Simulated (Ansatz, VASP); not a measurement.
# Cross-check of Si79P (amorphous Si at 2.15 g/cm^3) between VASP and Ansatz, part 2 of 3

One calculation is typed for both programs; each brings its own data sets. How far apart do they land? Of the first pair: The structure shown is the start of the Ansatz relaxation below; VASP solves that cell, so the two are compared at the walk's first step.

VASP 6.6.1 and Ansatz 0.2.0.

So far. Step 3 (VASP: single point, PBE, start cell, pair 1): The run ends at a pressure of -1.65 GPa, with forces up to 0.40 eV/Å.

## Step 4: Side by side

Known differences besides the potentials themselves: VASP starts from the moments at which Ansatz ended; the cutoff is 420 eV in Ansatz and 400 eV in VASP (PREC = Accurate, projectors in real space). Total energies have different zeros and are not compared.

Forces on 9 of the 80 atoms, those with the largest forces and the largest differences (eV/Å; atoms numbered as in POSCAR):

```csv
atom,"Ansatz x, y, z","VASP x, y, z"
Si9,"-0.190, -0.114, 0.055","-0.196, -0.117, 0.053"
Si11,"0.133, 0.129, 0.167","0.130, 0.129, 0.168"
Si19,"-0.029, 0.176, -0.083","-0.030, 0.177, -0.088"
Si34,"0.189, -0.077, -0.288","0.190, -0.076, -0.293"
Si51,"-0.059, 0.188, 0.014","-0.056, 0.190, 0.017"
Si57,"-0.059, -0.085, -0.175","-0.058, -0.085, -0.175"
Si61,"0.012, -0.069, -0.038","0.008, -0.066, -0.034"
Si70,"0.006, 0.019, 0.009","0.003, 0.018, 0.014"
P80,"0.053, 0.215, 0.325","0.055, 0.217, 0.329"
```

The forces differ by 2.1 meV/Å r.m.s., which is 3.0 % of the r.m.s. force of 0.069 eV/Å (both taken over all components). Moments aren't recorded for both runs of this pair, so they may hold unlike magnetic states.

## Step 5: Ansatz: relaxation, PBE

This run makes the geometry at which the two programs are then compared.

The structure compared here is the end of the Ansatz relaxation.

Contents of input.yaml:

```yaml
crystal:
  lattice:
    - [12.0113, 0.0, 0.0]
    - [0.0, 12.0113, 0.0]
    - [0.0, 0.0, 12.0113]
  atoms:
    - { symbol: Si, position: [0.07578, 0.54965, 0.7919] }
    - { symbol: Si, position: [0.59422, 0.00702, 0.55831] }
    - { symbol: Si, position: [0.07479, 0.36579, 0.5275] }
    - { symbol: Si, position: [0.51147, 0.51133, 0.71482] }
    - { symbol: Si, position: [0.60634, 0.23365, 0.74888] }
    - { symbol: Si, position: [0.75991, 0.50992, 0.13924] }
    - { symbol: Si, position: [0.56055, 0.58458, 0.35049] }
    - { symbol: Si, position: [0.50872, 0.17925, 0.58085] }
    - { symbol: Si, position: [0.64248, 0.92318, 0.73014], spin: 0.6 }
    - { symbol: Si, position: [0.62937, 0.06966, 0.86381] }
    - { symbol: Si, position: [0.36076, 0.30682, 0.13835] }
    - { symbol: Si, position: [0.74345, 0.18657, 0.13942] }
    - { symbol: Si, position: [0.28293, 0.27972, 0.77216] }
    - { symbol: Si, position: [0.62072, 0.13069, 0.28183] }
    - { symbol: Si, position: [0.1874, 0.37332, 0.1961] }
    - { symbol: Si, position: [0.25243, 0.98467, 0.65007] }
    - { symbol: Si, position: [0.05488, 0.14187, 0.0265] }
    - { symbol: Si, position: [0.49013, 0.86635, 0.47593] }
    - { symbol: Si, position: [0.3598, 0.82542, 0.61144], spin: 0.6 }
    - { symbol: Si, position: [0.67905, 0.4851, 0.61009] }
    - { symbol: Si, position: [0.01311, 0.99718, 0.43338] }
    - { symbol: Si, position: [0.49076, 0.39766, 0.01579] }
    - { symbol: Si, position: [0.882, 0.14436, 0.44004] }
    - { symbol: Si, position: [0.07541, 0.94655, 0.07104] }
    - { symbol: Si, position: [0.21877, 0.23839, 0.4498] }
    - { symbol: Si, position: [0.72237, 0.03677, 0.41891] }
    - { symbol: Si, position: [0.0955, 0.8517, 0.89575] }
    - { symbol: Si, position: [0.03113, 0.63521, 0.0814] }
    - { symbol: Si, position: [0.53718, 0.26771, 0.40202] }
    - { symbol: Si, position: [0.15813, 0.6678, 0.93418] }
    - { symbol: Si, position: [0.32948, 0.71712, 0.02302] }
    - { symbol: Si, position: [0.48928, 0.02517, 0.99671] }
    - { symbol: Si, position: [0.23514, 0.68923, 0.55054] }
    - { symbol: Si, position: [0.39164, 0.87492, 0.92075], spin: 0.6 }
    - { symbol: P, position: [0.48902, 0.80475, 0.76795], spin: 0.6 }
    - { symbol: Si, position: [0.23547, 0.65555, 0.34711] }
    - { symbol: Si, position: [0.48771, 0.59766, 0.02158] }
    - { symbol: Si, position: [0.05676, 0.99325, 0.62777] }
    - { symbol: Si, position: [0.55108, 0.98288, 0.17512] }
    - { symbol: Si, position: [0.34471, 0.53009, 0.59722] }
    - { symbol: Si, position: [0.91355, 0.17967, 0.90004] }
    - { symbol: Si, position: [0.7959, 0.79401, 0.73133] }
    - { symbol: Si, position: [0.98629, 0.84472, 0.72965] }
    - { symbol: Si, position: [0.75388, 0.85536, 0.35247] }
    - { symbol: Si, position: [0.31386, 0.16728, 0.61245] }
    - { symbol: Si, position: [0.65647, 0.42858, 0.41851] }
    - { symbol: Si, position: [0.19197, 0.43269, 0.68253] }
    - { symbol: Si, position: [0.76321, 0.66464, 0.58419] }
    - { symbol: Si, position: [0.67496, 0.82866, 0.17803] }
    - { symbol: Si, position: [0.43266, 0.88605, 0.28654] }
    - { symbol: Si, position: [0.06568, 0.22076, 0.20545] }
    - { symbol: Si, position: [0.29612, 0.78292, 0.20722] }
    - { symbol: Si, position: [0.21187, 0.15347, 0.90858] }
    - { symbol: Si, position: [0.37941, 0.527, 0.39843] }
    - { symbol: Si, position: [0.6835, 0.35108, 0.04563] }
    - { symbol: Si, position: [0.46494, 0.35076, 0.82304] }
    - { symbol: Si, position: [0.33363, 0.12488, 0.0638] }
    - { symbol: Si, position: [0.35868, 0.33887, 0.34174] }
    - { symbol: Si, position: [0.63471, 0.73509, 0.4528] }
    - { symbol: Si, position: [0.96267, 0.80984, 0.15491] }
    - { symbol: Si, position: [0.24361, 0.98525, 0.18601] }
    - { symbol: Si, position: [0.87819, 0.54844, 0.98074] }
    - { symbol: Si, position: [0.88257, 0.24437, 0.26855] }
    - { symbol: Si, position: [0.06421, 0.68501, 0.64724] }
    - { symbol: Si, position: [0.98487, 0.49589, 0.39859] }
    - { symbol: Si, position: [0.82329, 0.42731, 0.30997] }
    - { symbol: Si, position: [0.61133, 0.63894, 0.16801] }
    - { symbol: Si, position: [0.57401, 0.64562, 0.85037], spin: 0.6 }
    - { symbol: Si, position: [0.76746, 0.70035, 0.89996] }
    - { symbol: Si, position: [0.10296, 0.54444, 0.24892] }
    - { symbol: Si, position: [0.80417, 0.85732, 0.03495] }
    - { symbol: Si, position: [0.94253, 0.66473, 0.49181] }
    - { symbol: Si, position: [0.03089, 0.1572, 0.73572] }
    - { symbol: Si, position: [0.24106, 0.97035, 0.84288] }
    - { symbol: Si, position: [0.15072, 0.09104, 0.32848] }
    - { symbol: Si, position: [0.78074, 0.05684, 0.98843] }
    - { symbol: Si, position: [0.77281, 0.34216, 0.70804] }
    - { symbol: Si, position: [0.82448, 0.36469, 0.89953] }
    - { symbol: Si, position: [0.9454, 0.82099, 0.36007] }
    - { symbol: Si, position: [0.92509, 0.25568, 0.60263] }
magnetization:
  spin_polarized: true
kpoints:
  mp_grid: { grid: [1, 1, 1] }
hamiltonian:
  xc: pbe
scf:
  occupations: { method: fermi_dirac, width: 0.025 }
  lower_state_search: "off"
output:
  forces: true
  eigenvalues: true
relax:
  f_tol: 0.05
  max_steps: 90
```

Started as:

```bash
$ ansatz run input.yaml --threads 4 --pin off --max-ram 8192MiB --backend cpu --events-out ev --progress --plain --runs-dir out
```

Numbers of over 12 decimals in the logs are rounded to 6 here.

Output:

```text
[...]
Crystal: 80 atoms, lattice volume = 1732.886 Å³
Basis set: ecut = 420 eV, 33833 PW (Γ), exchange–correlation on 162×162×162 points (8 copies of the dense FFT grid, shifted against one another)
Bands: 242, of which v1, the nominal top of the filled ones, is band 161 counted from 1 (160 counted from 0)
Symmetry: 1 space group operations
[...]
k-points: 1
[...]
Starting moments: Σ|m| = 3 μB on 5 of 80 sites
[...]
- { symbol: Si, position: [0.511040, 0.511860, 0.713007] }
    - { symbol: Si, position: [0.606266, 0.232925, 0.750207] }
    - { symbol: Si, position: [0.760405, 0.510530, 0.139987] }
    - { symbol: Si, position: [0.562116, 0.581688, 0.353278] }
    - { symbol: Si, position: [0.510259, 0.178716, 0.582418] }
[...]
- { symbol: P, position: [0.488427, 0.807020, 0.771187] }
[...]
- { symbol: Si, position: [0.773533, 0.340541, 0.709597] }
    - { symbol: Si, position: [0.823236, 0.363900, 0.901251] }
    - { symbol: Si, position: [0.945720, 0.821881, 0.359264] }
    - { symbol: Si, position: [0.926963, 0.256396, 0.602196] }
```

## Step 6: VASP: single point, PBE, relaxed cell, pair 2

The same cell, functional, mesh and smearing now go to VASP, with its own data sets.

Contents of INCAR:

```
SYSTEM = Si79P
PREC = Accurate
ENCUT = 400
EDIFF = 1E-06
NELM = 200
ISMEAR = -1
SIGMA = 0.025
LREAL = Auto
ALGO = Normal
GGA = PE
NBANDS = 216
ISPIN = 2
MAGMOM = 0 0 0 0 0 0 0 0 0 0 0.01 0 0 0 0.18 0 0.01 0 0 0 0 0 0 0 0 0 0 0 0.01 0 0 -0 0 -0 0.01 0 0 0 0 0 0 0 0 0 0 0 0 0 0.01 0 0 0 -0 0 0 -0 0.01 -0 0 0 0 0 0 0 0 0 0 0 0.01 0 0 0 -0 0.01 0.01 0 0 0 -0 0
LORBIT = 11
LWAVE = .FALSE.
LCHARG = .FALSE.
ISIF = 2
LASPH = .TRUE.
GGA_COMPAT = .FALSE.
NCORE = 2
```

Contents of POSCAR:

```
Si79P
1.0
   12.0113000000      0.0000000000      0.0000000000
    0.0000000000     12.0113000000      0.0000000000
    0.0000000000      0.0000000000     12.0113000000
Si P
79 1
Direct
    0.0743200000      0.5504700000      0.7917900000
    0.5946900000      0.0060800000      0.5602800000
    0.0772200000      0.3654800000      0.5252000000
    0.5110400000      0.5118600000      0.7130100000
    0.6062700000      0.2329200000      0.7502100000
    0.7604100000      0.5105300000      0.1399900000
    0.5621200000      0.5816900000      0.3532800000
    0.5102600000      0.1787200000      0.5824200000
    0.6415900000      0.9220500000      0.7331600000
    0.6274400000      0.0696800000      0.8666700000
    0.3558300000      0.3085200000      0.1428400000
    0.7424900000      0.1879700000      0.1409000000
    0.2825800000      0.2800300000      0.7715100000
    0.6232100000      0.1327100000      0.2861000000
    0.1726600000      0.3815100000      0.1575500000
    0.2541800000      0.9867800000      0.6494800000
    0.0514300000      0.1408400000      0.0243500000
    0.4985500000      0.8599500000      0.4788500000
    0.3609900000      0.8276600000      0.6098200000
    0.6811300000      0.4840300000      0.6122700000
    0.0143600000      0.9984400000      0.4313800000
    0.4874100000      0.3953700000      0.0182000000
    0.8826600000      0.1453600000      0.4395100000
    0.0696100000      0.9467500000      0.0679000000
    0.2222200000      0.2391900000      0.4456500000
    0.7242000000      0.0352300000      0.4216500000
    0.0953100000      0.8509000000      0.8952900000
    0.0288200000      0.6367300000      0.0842500000
    0.5406400000      0.2689100000      0.4064800000
    0.1557700000      0.6668800000      0.9364900000
    0.3278300000      0.7164500000      0.0245500000
    0.4865000000      0.0258400000      0.9981000000
    0.2370200000      0.6901200000      0.5499100000
    0.3909600000      0.8742700000      0.9208200000
    0.2391600000      0.6556700000      0.3444400000
    0.4854800000      0.5967800000      0.0238000000
    0.0579400000      0.9941600000      0.6257800000
    0.5445100000      0.9914700000      0.1799700000
    0.3443800000      0.5291900000      0.5956500000
    0.9100000000      0.1783700000      0.8982900000
    0.7963300000      0.7921700000      0.7335200000
    0.9869100000      0.8458900000      0.7289000000
    0.7539800000      0.8540100000      0.3555100000
    0.3150800000      0.1688400000      0.6101700000
    0.6605200000      0.4270700000      0.4209700000
    0.1910600000      0.4332500000      0.6822100000
    0.7691300000      0.6610300000      0.5873000000
    0.6669500000      0.8301400000      0.1842800000
    0.4536500000      0.8667700000      0.2859100000
    0.0665000000      0.2245100000      0.2002600000
    0.2975000000      0.7904400000      0.2076000000
    0.2107400000      0.1529200000      0.9073100000
    0.3800200000      0.5241800000      0.3974000000
    0.6815200000      0.3520500000      0.0474700000
    0.4646900000      0.3515900000      0.8234700000
    0.3306500000      0.1261000000      0.0650000000
    0.3657300000      0.3354300000      0.3404900000
    0.6409300000      0.7290000000      0.4570300000
    0.9576200000      0.8107200000      0.1540800000
    0.2358600000      0.9839700000      0.1798000000
    0.8781000000      0.5482700000      0.9806500000
    0.8841900000      0.2453200000      0.2670900000
    0.0661900000      0.6859800000      0.6471600000
    0.9882700000      0.4965500000      0.3968400000
    0.8259100000      0.4279100000      0.3100100000
    0.6105500000      0.6378000000      0.1703000000
    0.5708900000      0.6465300000      0.8507700000
    0.7652200000      0.7014800000      0.9029500000
    0.1051300000      0.5449000000      0.2464300000
    0.7965900000      0.8581700000      0.0386500000
    0.9458900000      0.6646000000      0.4911500000
    0.0307600000      0.1578500000      0.7366900000
    0.2402500000      0.9701900000      0.8417300000
    0.1508000000      0.0932300000      0.3248800000
    0.7790400000      0.0572900000      0.9909300000
    0.7735300000      0.3405400000      0.7096000000
    0.8232400000      0.3639000000      0.9012500000
    0.9457200000      0.8218800000      0.3592600000
    0.9269600000      0.2564000000      0.6022000000
    0.4884300000      0.8070200000      0.7711900000
```

Contents of KPOINTS:

```
Automatic mesh
0
Gamma
1 1 1
0 0 0
```

Potentials, in the order of the species: Si and P (PBE family, release 64).

Started as:

```bash
$ mpirun -np 8 vasp_gam
```

Output:

```text
[... set-up lines as in an earlier step ...]
 entering main loop
       N       E                     dE             d eps       ncg     rms          rms(c)
DAV:   1     0.137179635837E+04    0.13718E+04   -0.11844E+05   864   0.105E+03
DAV:   2    -0.256049126865E+03   -0.16278E+04   -0.15206E+04  1096   0.194E+02
DAV:   3    -0.422868057096E+03   -0.16682E+03   -0.16316E+03  1072   0.565E+01
DAV:   4    -0.428040169981E+03   -0.51721E+01   -0.51199E+01  1064   0.121E+01
[...]
DAV:  17    -0.420136131327E+03   -0.10533E-04   -0.10676E-05   952   0.540E-03    0.617E-03
DAV:  18    -0.420136132690E+03   -0.13625E-05   -0.15405E-06   736   0.226E-03    0.289E-03
DAV:  19    -0.420136133466E+03   -0.77595E-06   -0.86343E-07   608   0.151E-03
   1 F= -.42013613E+03 E0= -.42013573E+03  d E =-.816658E-03  mag=     0.9974
```

Parts of OUTCAR (step 6):

```text
  FREE ENERGIE OF THE ION-ELECTRON SYSTEM (eV)
  ---------------------------------------------------
  free  energy   TOTEN  =      -420.1361334656 eV

  energy  without entropy=     -420.1353168076  energy(sigma->0) =     -420.13572514

 magnetization (x)
# of ion       s       p       d       tot
------------------------------------------
    1       -0.000   0.002   0.000   0.001
    2        0.000   0.000   0.000   0.001
    3       -0.000   0.000   0.000   0.000
    4       -0.000   0.001   0.000   0.001
    5        0.000   0.002   0.000   0.002
    6        0.000   0.002   0.000   0.003
    7        0.001  -0.000   0.000   0.001
    8        0.001   0.002   0.000   0.003
    9        0.001   0.000   0.000   0.001
   10       -0.000   0.000   0.000   0.000
   11        0.000   0.010   0.000   0.010
   12        0.000   0.001   0.000   0.001
   13       -0.000   0.001   0.000   0.001
[...]
--------------------------------------------------
tot          0.072   0.260   0.000   0.331
```

The run ends at a pressure of -1.66 GPa, with forces up to 0.046 eV/Å.

## Step 7: Differences

What differs besides the data sets and the points named for the pairs above, as far as they apply: site moments are counted in spheres of each program's own size. Total energies have different zeros and are not compared.

Both answers:

```csv
quantity,Ansatz,VASP,difference
total moment (μB),1.00,1.00,0.00
moment on Si15 (μB),0.18,0.18,0.00
```

At this near-relaxed geometry the largest component of a force difference is 7 meV/Å.

## Step 8: Ansatz: relaxation, PBE

The two programs are compared at the cell with which this relaxation starts, whose forces are those of its first step.

The structure compared here is the start of the Ansatz relaxation; VASP solves that cell, so the two are compared at the walk's first step.

input.yaml: that of step 5 with these lines changed.

```diff
@@ -14,8 +14,8 @@
     - { symbol: Si, position: [0.50872, 0.17925, 0.58085] }
-    - { symbol: Si, position: [0.64248, 0.92318, 0.73014], spin: 0.6 }
+    - { symbol: Si, position: [0.64248, 0.92318, 0.73014] }
     - { symbol: Si, position: [0.62937, 0.06966, 0.86381] }
     - { symbol: Si, position: [0.36076, 0.30682, 0.13835] }
-    - { symbol: Si, position: [0.74345, 0.18657, 0.13942] }
+    - { symbol: P, position: [0.74345, 0.18657, 0.13942], spin: 0.6 }
     - { symbol: Si, position: [0.28293, 0.27972, 0.77216] }
-    - { symbol: Si, position: [0.62072, 0.13069, 0.28183] }
+    - { symbol: Si, position: [0.62072, 0.13069, 0.28183], spin: 0.6 }
     - { symbol: Si, position: [0.1874, 0.37332, 0.1961] }
@@ -24,3 +24,3 @@
     - { symbol: Si, position: [0.49013, 0.86635, 0.47593] }
-    - { symbol: Si, position: [0.3598, 0.82542, 0.61144], spin: 0.6 }
+    - { symbol: Si, position: [0.3598, 0.82542, 0.61144] }
     - { symbol: Si, position: [0.67905, 0.4851, 0.61009] }
@@ -39,4 +39,4 @@
     - { symbol: Si, position: [0.23514, 0.68923, 0.55054] }
-    - { symbol: Si, position: [0.39164, 0.87492, 0.92075], spin: 0.6 }
-    - { symbol: P, position: [0.48902, 0.80475, 0.76795], spin: 0.6 }
+    - { symbol: Si, position: [0.39164, 0.87492, 0.92075] }
+    - { symbol: Si, position: [0.48902, 0.80475, 0.76795] }
     - { symbol: Si, position: [0.23547, 0.65555, 0.34711] }
@@ -60,3 +60,3 @@
     - { symbol: Si, position: [0.37941, 0.527, 0.39843] }
-    - { symbol: Si, position: [0.6835, 0.35108, 0.04563] }
+    - { symbol: Si, position: [0.6835, 0.35108, 0.04563], spin: 0.6 }
     - { symbol: Si, position: [0.46494, 0.35076, 0.82304] }
@@ -68,3 +68,3 @@
     - { symbol: Si, position: [0.87819, 0.54844, 0.98074] }
-    - { symbol: Si, position: [0.88257, 0.24437, 0.26855] }
+    - { symbol: Si, position: [0.88257, 0.24437, 0.26855], spin: 0.6 }
     - { symbol: Si, position: [0.06421, 0.68501, 0.64724] }
@@ -73,3 +73,3 @@
     - { symbol: Si, position: [0.61133, 0.63894, 0.16801] }
-    - { symbol: Si, position: [0.57401, 0.64562, 0.85037], spin: 0.6 }
+    - { symbol: Si, position: [0.57401, 0.64562, 0.85037] }
     - { symbol: Si, position: [0.76746, 0.70035, 0.89996] }
@@ -81,3 +81,3 @@
     - { symbol: Si, position: [0.15072, 0.09104, 0.32848] }
-    - { symbol: Si, position: [0.78074, 0.05684, 0.98843] }
+    - { symbol: Si, position: [0.78074, 0.05684, 0.98843], spin: 0.6 }
     - { symbol: Si, position: [0.77281, 0.34216, 0.70804] }
```

Started as:

```bash
$ ansatz run input.yaml --threads 4 --pin off --max-ram 8192MiB --backend cpu --events-out ev --progress --plain --runs-dir out
```

Output:

```text
[...]
Crystal: 80 atoms, lattice volume = 1732.886 Å³
Basis set: ecut = 420 eV, 33833 PW (Γ), exchange–correlation on 162×162×162 points (8 copies of the dense FFT grid, shifted against one another)
Bands: 242, of which v1, the nominal top of the filled ones, is band 161 counted from 1 (160 counted from 0)
Symmetry: 1 space group operations
[...]
k-points: 1
[...]
Starting moments: Σ|m| = 3 μB on 5 of 80 sites
[...]
- { symbol: Si, position: [0.510845, 0.510692, 0.715087] }
    - { symbol: Si, position: [0.605463, 0.233990, 0.749792] }
    - { symbol: Si, position: [0.762291, 0.512695, 0.139800] }
    - { symbol: Si, position: [0.561306, 0.583339, 0.353689] }
    - { symbol: Si, position: [0.510657, 0.179228, 0.581094] }
[...]
- { symbol: P, position: [0.741651, 0.190500, 0.142347] }
[...]
- { symbol: Si, position: [0.772419, 0.341514, 0.710296] }
    - { symbol: Si, position: [0.825037, 0.363815, 0.902171] }
    - { symbol: Si, position: [0.945477, 0.821740, 0.359841] }
    - { symbol: Si, position: [0.924784, 0.257024, 0.601510] }
```

(Part 2 of 3 ends here.)

[Lines on the potential files, build, host, timing and source positions are cut from VASP's logs without a mark.]

[Logs are printed without paths, hosts, clocks, repeated set-up lines and the standing remarks that a program may print on its own settings, such as how far it seeks lower states.]

[Hosts, paths, dates, database ids (printed as entryN), source tags and the programs' standing remarks are cut or masked in the printed files.]
